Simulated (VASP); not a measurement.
Level of theory: RPBE GGA, VASP's PBE PAW potentials (set 64) (plane waves; VASP).

VASP ran on this input.

INCAR:
```
! general
SYSTEM   =  Zr
PREC     =  Accurate
ENCUT    =  520   ! plane-wave cut-off (eV)
LREAL    =  .FALSE.
LASPH    =  .TRUE.   ! aspherical one-centre terms

! electronic loop
EDIFF    =  1E-6   ! SCF stop (eV)
NELM     =  100   ! most electronic steps
ALGO     =  Normal
LMAXMIX  =  4   ! l cut-off of mixed one-centre charges

! smearing
ISMEAR   =  1
SIGMA    =  0.1   ! width (eV)

! functional
GGA      =  RP   ! RPBE

! ions
IBRION   =  2   ! conjugate gradients
NSW      =  60   ! most ionic steps
ISIF     =  3   ! ions, shape and volume
EDIFFG   =  -0.01   ! ionic stop

! output
LWAVE    =  .FALSE.
LCHARG   =  .FALSE.
```

**POSCAR**
```
Zr
1
    1.6150000000    -2.7972620000     0.0000000000
    1.6150000000     2.7972620000     0.0000000000
    0.0000000000     0.0000000000     5.1500000000
Zr
2
Direct
  0.3333330000   0.6666670000   0.2500000000
  0.6666670000   0.3333330000   0.7500000000
```

**KPOINTS**
```
Automatic mesh
0
Gamma
12 12 7
0 0 0
```

POTCAR, in this order: Zr_sv (PBE.64 set). Program: vasp_std.

Output of the run:

**OSZICAR**
```
       N       E                     dE             d eps       ncg     rms          rms(c)
DAV:   1     0.215890859790E+03    0.21589E+03   -0.13554E+04  2432   0.149E+03
DAV:   2    -0.249457487860E+01   -0.21839E+03   -0.21647E+03  3112   0.414E+02
DAV:   3    -0.165342267048E+02   -0.14040E+02   -0.13900E+02  4560   0.780E+01
DAV:   4    -0.168243462878E+02   -0.29012E+00   -0.29009E+00  2696   0.120E+01
DAV:   5    -0.168322676561E+02   -0.79214E-02   -0.79214E-02  3912   0.139E+00    0.139E+01
DAV:   6    -0.162740349892E+02    0.55823E+00   -0.92686E-01  2504   0.870E+00    0.544E+00
DAV:   7    -0.161693268146E+02    0.10471E+00   -0.61791E-01  3440   0.625E+00    0.112E+00
DAV:   8    -0.161778421112E+02   -0.85153E-02   -0.45174E-02  3216   0.173E+00    0.303E-01
DAV:   9    -0.161780814940E+02   -0.23938E-03   -0.21589E-03  2896   0.517E-01    0.443E-02
DAV:  10    -0.161780148210E+02    0.66673E-04   -0.55608E-05  3632   0.530E-02    0.252E-02
DAV:  11    -0.161780145805E+02    0.24047E-06   -0.15309E-05  2704   0.482E-02    0.535E-03
DAV:  12    -0.161780145205E+02    0.60003E-07   -0.42993E-07  1936   0.534E-03
   1 F= -.16178015E+02 E0= -.16177552E+02  d E =-.161780E+02
       N       E                     dE             d eps       ncg     rms          rms(c)
DAV:   1    -0.167808430751E+02   -0.60283E+00   -0.21674E+01  2632   0.498E+01    0.670E+00
DAV:   2    -0.162923553604E+02    0.48849E+00   -0.22784E+00  3064   0.136E+01    0.273E+00
DAV:   3    -0.161497616383E+02    0.14259E+00   -0.73980E-01  3568   0.671E+00    0.128E+00
DAV:   4    -0.161659678974E+02   -0.16206E-01   -0.68492E-02  3040   0.132E+00    0.550E-01
DAV:   5    -0.161789697251E+02   -0.13002E-01   -0.36661E-02  3664   0.108E+00    0.296E-01
DAV:   6    -0.161794869042E+02   -0.51718E-03   -0.20285E-03  2984   0.338E-01    0.764E-02
DAV:   7    -0.161795488558E+02   -0.61952E-04   -0.99125E-05  3200   0.878E-02    0.259E-02
DAV:   8    -0.161795505476E+02   -0.16917E-05   -0.18527E-05  3144   0.456E-02    0.743E-03
DAV:   9    -0.161795504988E+02    0.48758E-07   -0.77781E-07  1864   0.699E-03
   2 F= -.16179550E+02 E0= -.16179069E+02  d E =-.153598E-02
       N       E                     dE             d eps       ncg     rms          rms(c)
DAV:   1    -0.163450958752E+02   -0.16555E+00   -0.52655E+00  2840   0.241E+01    0.367E+00
DAV:   2    -0.162110823404E+02    0.13401E+00   -0.46520E-01  2896   0.640E+00    0.123E+00
DAV:   3    -0.161823025961E+02    0.28780E-01   -0.17627E-01  3488   0.317E+00    0.706E-01
DAV:   4    -0.161866998944E+02   -0.43973E-02   -0.14851E-02  3000   0.590E-01    0.287E-01
DAV:   5    -0.161899721693E+02   -0.32723E-02   -0.11096E-02  3656   0.599E-01    0.121E-01
DAV:   6    -0.161899690556E+02    0.31137E-05   -0.46748E-04  3400   0.174E-01    0.403E-02
DAV:   7    -0.161899868016E+02   -0.17746E-04   -0.22992E-05  3416   0.503E-02    0.659E-03
DAV:   8    -0.161899906684E+02   -0.38668E-05   -0.13057E-06  1840   0.133E-02    0.294E-03
DAV:   9    -0.161899913070E+02   -0.63863E-06   -0.38443E-07  1432   0.622E-03
   3 F= -.16189991E+02 E0= -.16189479E+02  d E =-.119768E-01
```

### OUTCAR
```
------------------------ aborting loop because EDIFF is reached ----------------------------------------
  FORCE on cell =-STRESS in cart. coord.  units (eV):
  Direction    XX          YY          ZZ          XY          YZ          ZX
  --------------------------------------------------------------------------------------
  Total       -0.0104418     -0.0104418      0.0159827     -0.0000000      0.0000000      0.0000000
  in kB       -0.3489755     -0.3489755      0.5341602     -0.0000000      0.0000000      0.0000000
  external PRESSURE =      -0.0545969 kB  Pullay stress =       0.0000000 kB
  volume of cell :       47.94
      direct lattice vectors                 reciprocal lattice vectors
     1.630077588 -2.823377146  0.000000000     0.306733866 -0.177092883 -0.000000000
     1.630077588  2.823377146  0.000000000     0.306733866  0.177092883 -0.000000000
     0.000000000 -0.000000000  5.208141079    -0.000000000  0.000000000  0.192007088
 POSITION                                       TOTAL-FORCE (eV/Angst)
 -----------------------------------------------------------------------------------
      1.63008      0.94113      1.30204        -0.000000      0.000000      0.000000
      1.63008     -0.94113      3.90611         0.000000     -0.000000      0.000000
 -----------------------------------------------------------------------------------
    total drift:                                0.000000      0.001137     -0.000019
  FREE ENERGIE OF THE ION-ELECTRON SYSTEM (eV)
  ---------------------------------------------------
  free  energy   TOTEN  =       -16.1899913070 eV

  energy  without entropy=      -16.1884539415  energy(sigma->0) =      -16.18947885

 reached required accuracy - stopping structural energy minimisation
```
(Selected blocks of OUTCAR.)

CONTCAR:
```
Zr
   1.00000000000000
     1.6300775875735376   -2.8233771462142432    0.0000000000000000
     1.6300775875735376    2.8233771462142432    0.0000000000000000
     0.0000000000000000   -0.0000000000000000    5.2081410792484446
  Zr
     2
Direct
     0.3333330000000032    0.6666669999999968    0.2500000000000000
     0.6666669999999968    0.3333330000000032    0.7500000000000000
```

Energy and stress use the plane-wave basis of the starting cell.

The compound is Zr in the hcp structure. This run relaxes it. Symmetry was kept, so distortions that lower it aren't found.
